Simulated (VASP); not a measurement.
Computed with r2SCAN meta-GGA, VASP's PBE PAW potentials (set 64) (plane waves; VASP).

VASP input:

### POSCAR
```
TiO2
1
    5.2146589808     0.0000000000     0.0000000000
    0.0000000000     3.1499311019     0.0000000000
    0.0000000000     0.0000000000     6.2333184594
Ti O
4 8
Direct
  0.7478880971   0.2500000000   0.6049378263
  0.2478880971   0.2500000000   0.8950621737
  0.2521119029   0.7500000000   0.3950621737
  0.7521119029   0.7500000000   0.1049378263
  0.6370012281   0.2500000000   0.9188737238
  0.1370012281   0.2500000000   0.5811262762
  0.3629987719   0.7500000000   0.0811262762
  0.8629987719   0.7500000000   0.4188737238
  0.5154363223   0.2500000000   0.3461597111
  0.0154363223   0.2500000000   0.1538402889
  0.4845636777   0.7500000000   0.6538402889
  0.9845636777   0.7500000000   0.8461597111
```

**KPOINTS_OPT**
```
k-points along high-symmetry lines
5
Line-mode
Reciprocal
  0.000000   0.000000   0.000000 ! GAMMA
  0.500000   0.000000   0.000000 ! X

  0.500000   0.000000   0.000000 ! X
  0.500000   0.500000   0.000000 ! S

  0.500000   0.500000   0.000000 ! S
  0.000000   0.500000   0.000000 ! Y

  0.000000   0.500000   0.000000 ! Y
  0.000000   0.000000   0.000000 ! GAMMA

  0.000000   0.000000   0.000000 ! GAMMA
  0.000000   0.000000   0.500000 ! Z

  0.000000   0.000000   0.500000 ! Z
  0.500000   0.000000   0.500000 ! U

  0.500000   0.000000   0.500000 ! U
  0.500000   0.500000   0.500000 ! R

  0.500000   0.500000   0.500000 ! R
  0.000000   0.500000   0.500000 ! T

  0.000000   0.500000   0.500000 ! T
  0.000000   0.000000   0.500000 ! Z

  0.500000   0.000000   0.000000 ! X
  0.500000   0.000000   0.500000 ! U

  0.000000   0.500000   0.000000 ! Y
  0.000000   0.500000   0.500000 ! T

  0.500000   0.500000   0.000000 ! S
  0.500000   0.500000   0.500000 ! R
```

**INCAR**
```
! general
SYSTEM =TiO2
PREC   =Accurate
ENCUT  =520   ! plane-wave cut-off (eV)
LREAL  =.FALSE.
LASPH  =.TRUE.

! electronic loop
EDIFF  =1E-7
NELM   =100
ALGO   =Normal
LMAXMIX=4
LMIXTAU=.TRUE.

! smearing
ISMEAR =-5   ! tetrahedra, Bloechl

! functional
METAGGA=R2SCAN

! ions
ISIF   =2

! output
LWAVE  =.FALSE.
LCHARG =.FALSE.
LORBIT =11
NEDOS  =601   ! DOS grid

! other
LEFG   =.TRUE.
```

**KPOINTS**
```
Automatic mesh
0
Gamma
5 8 4
0 0 0
```

POTCAR, in this order: Ti_sv O (PBE.64 set). Program: vasp_std.

Output of the run:

**OSZICAR**
```
       N       E                     dE             d eps       ncg     rms          rms(c)
DAV:   1     0.154347819037E+04    0.15435E+04   -0.48563E+04  5146   0.214E+03
DAV:   2     0.143738661368E+03   -0.13997E+04   -0.13409E+04  5211   0.669E+02
DAV:   3    -0.177707528204E+03   -0.32145E+03   -0.31284E+03  6643   0.266E+02
DAV:   4    -0.201020666968E+03   -0.23313E+02   -0.23231E+02  7295   0.787E+01
DAV:   5    -0.202323933065E+03   -0.13033E+01   -0.13026E+01  8056   0.158E+01    0.421E+01
DAV:   6    -0.148233233273E+03    0.54091E+02   -0.18536E+02  6696   0.105E+02    0.139E+01
DAV:   7    -0.135974171848E+03    0.12259E+02   -0.21360E+01  6468   0.220E+01    0.686E+00
DAV:   8    -0.134538907595E+03    0.14353E+01   -0.42269E+00  6425   0.115E+01    0.308E+00
DAV:   9    -0.135243418865E+03   -0.70451E+00   -0.23143E+00  5624   0.896E+00    0.812E-01
DAV:  10    -0.136492063464E+03   -0.12486E+01   -0.88413E-01  5673   0.662E+00    0.437E-01
DAV:  11    -0.136532558955E+03   -0.40495E-01   -0.14591E-01  6788   0.277E+00    0.462E-01
DAV:  12    -0.136536583541E+03   -0.40246E-02   -0.59763E-02  6704   0.169E+00    0.203E-01
DAV:  13    -0.136549219408E+03   -0.12636E-01   -0.10496E-02  7236   0.669E-01    0.107E-01
DAV:  14    -0.136550275652E+03   -0.10562E-02   -0.14543E-03  6316   0.222E-01    0.489E-02
DAV:  15    -0.136551769621E+03   -0.14940E-02   -0.54861E-04  6108   0.148E-01    0.274E-02
DAV:  16    -0.136551975043E+03   -0.20542E-03   -0.19446E-04  7028   0.853E-02    0.204E-02
DAV:  17    -0.136551944878E+03    0.30164E-04   -0.91456E-05  6996   0.589E-02    0.856E-03
DAV:  18    -0.136551983179E+03   -0.38301E-04   -0.28906E-05  5898   0.387E-02    0.788E-03
DAV:  19    -0.136551983882E+03   -0.70312E-06   -0.28722E-06  6068   0.121E-02    0.438E-03
DAV:  20    -0.136551984484E+03   -0.60149E-06   -0.42528E-06  6428   0.105E-02    0.120E-03
DAV:  21    -0.136551984546E+03   -0.61858E-07   -0.34200E-07  4803   0.439E-03
   1 F= -.13655198E+03 E0= -.13655198E+03  d E =0.000000E+00
       N       E                     dE             ncg
       N       E                     dE             ncg
```

### OUTCAR
```
------------------------ aborting loop because EDIFF is reached ----------------------------------------
  FORCE on cell =-STRESS in cart. coord.  units (eV):
  Direction    XX          YY          ZZ          XY          YZ          ZX
  --------------------------------------------------------------------------------------
  Total       -0.0343112      0.0424382      0.1366737      0.0000000      0.0000000      0.0000000
  in kB       -0.5369082      0.6640820      2.1386976      0.0000000      0.0000000      0.0000000
  external PRESSURE =       0.7552905 kB  Pullay stress =       0.0000000 kB
  volume of cell :      102.39
      direct lattice vectors                 reciprocal lattice vectors
     5.214658981  0.000000000  0.000000000     0.191767094  0.000000000  0.000000000
     0.000000000  3.149931102  0.000000000     0.000000000  0.317467261  0.000000000
     0.000000000  0.000000000  6.233318459     0.000000000  0.000000000  0.160428190
 POSITION                                       TOTAL-FORCE (eV/Angst)
 -----------------------------------------------------------------------------------
      3.89998      0.78748      3.77077         0.004048     -0.000000     -0.012336
      1.29265      0.78748      5.57921         0.004048     -0.000000      0.012336
      1.31468      2.36245      2.46255        -0.004048     -0.000000      0.012336
      3.92201      2.36245      0.65411        -0.004048      0.000000     -0.012336
      3.32174      0.78748      5.72763        -0.004360      0.000000     -0.009393
      0.71441      0.78748      3.62235        -0.004360     -0.000000      0.009393
      1.89291      2.36245      0.50569         0.004360     -0.000000      0.009393
      4.50024      2.36245      2.61097         0.004360      0.000000     -0.009393
      2.68782      0.78748      2.15772        -0.004142     -0.000000      0.007826
      0.08050      0.78748      0.95894        -0.004142     -0.000000     -0.007826
      2.52683      2.36245      4.07559         0.004142     -0.000000     -0.007826
      5.13416      2.36245      5.27438         0.004142     -0.000000      0.007826
 -----------------------------------------------------------------------------------
    total drift:                                0.000000      0.000000     -0.000000
  FREE ENERGIE OF THE ION-ELECTRON SYSTEM (eV)
  ---------------------------------------------------
  free  energy   TOTEN  =      -136.5519845457 eV

  energy  without entropy=     -136.5519845457  energy(sigma->0) =     -136.55198455

 total charge

# of ion       s       p       d       tot
------------------------------------------
    1        2.185   6.224   1.657  10.067
    2        2.185   6.224   1.657  10.067
    3        2.185   6.224   1.657  10.067
    4        2.185   6.224   1.657  10.067
    5        1.584   3.546   0.000   5.130
    6        1.584   3.546   0.000   5.130
    7        1.584   3.546   0.000   5.130
    8        1.584   3.546   0.000   5.130
    9        1.579   3.494   0.000   5.072
   10        1.579   3.494   0.000   5.072
   11        1.579   3.494   0.000   5.072
   12        1.579   3.494   0.000   5.072
--------------------------------------------------
tot         21.391  53.055   6.629  81.075

 Electric field gradients after diagonalization (V/A^2)
 (convention: |V_zz| > |V_xx| > |V_yy|)
----------------------------------------------------------------------
 ion       V_xx      V_yy      V_zz     asymmetry (V_yy - V_xx)/ V_zz
----------------------------------------------------------------------
   1      20.303    10.006   -30.310       0.340
   2      20.303    10.006   -30.310       0.340
   3      20.303    10.006   -30.310       0.340
   4      20.303    10.006   -30.310       0.340
   5     -16.053    -8.097    24.151       0.329
   6     -16.053    -8.097    24.151       0.329
   7     -16.053    -8.097    24.151       0.329
   8     -16.053    -8.097    24.151       0.329
   9      13.263     3.597   -16.860       0.573
  10      13.263     3.597   -16.860       0.573
  11      13.263     3.597   -16.860       0.573
  12      13.263     3.597   -16.860       0.573
```
(Selected blocks of OUTCAR.)

File OUTCAR:
```
 val. band max:        7.3338164203   @ k =   0.0000   0.0000   0.0000

 cond. band min:       9.5265390448   @ k =   0.0000   0.1250   0.0000


 Fermi energy:         7.3994683404

 k-point     1 :       0.0000    0.0000    0.0000
  band No.  band energies     occupation
      1     -51.8319      2.00000
      2     -51.8056      2.00000
      3     -51.7998      2.00000
      4     -51.7948      2.00000
      5     -27.1808      2.00000
      6     -27.0931      2.00000
      7     -27.0580      2.00000
      8     -27.0101      2.00000
      9     -26.9376      2.00000
     10     -26.9344      2.00000
     11     -26.9342      2.00000
     12     -26.8954      2.00000
     13     -26.8757      2.00000
     14     -26.8721      2.00000
     15     -26.8721      2.00000
     16     -26.8259      2.00000
     17     -13.0680      2.00000
     18     -11.5523      2.00000
     19     -10.9226      2.00000
     20     -10.8609      2.00000
     21     -10.6719      2.00000
     22     -10.0607      2.00000
     23      -9.9508      2.00000
     24      -9.9331      2.00000
     25       1.7618      2.00000
     26       1.8051      2.00000
     27       2.2814      2.00000
     28       2.6595      2.00000
     29       2.7223      2.00000
     30       2.9147      2.00000
     31       3.2221      2.00000
     32       3.2550      2.00000
     33       3.3206      2.00000
     34       3.4432      2.00000
     35       3.7003      2.00000
     36       3.8321      2.00000
     37       4.2859      2.00000
     38       4.4445      2.00000
     39       4.5922      2.00000
     40       5.1418      2.00000
     41       5.2814      2.00000
     42       5.6810      2.00000
     43       5.8649      2.00000
     44       6.4038      2.00000
     45       6.4861      2.00000
     46       6.7993      2.00000
     47       7.3165      2.00000
     48       7.3338      2.00000
     49       9.5947      0.00000
     50      10.0108      0.00000
     51      10.1549      0.00000
...
```

The structure was generated: TiO2 was put into the cotunnite type (Pnma), which need not be its known phase. It was relaxed first.
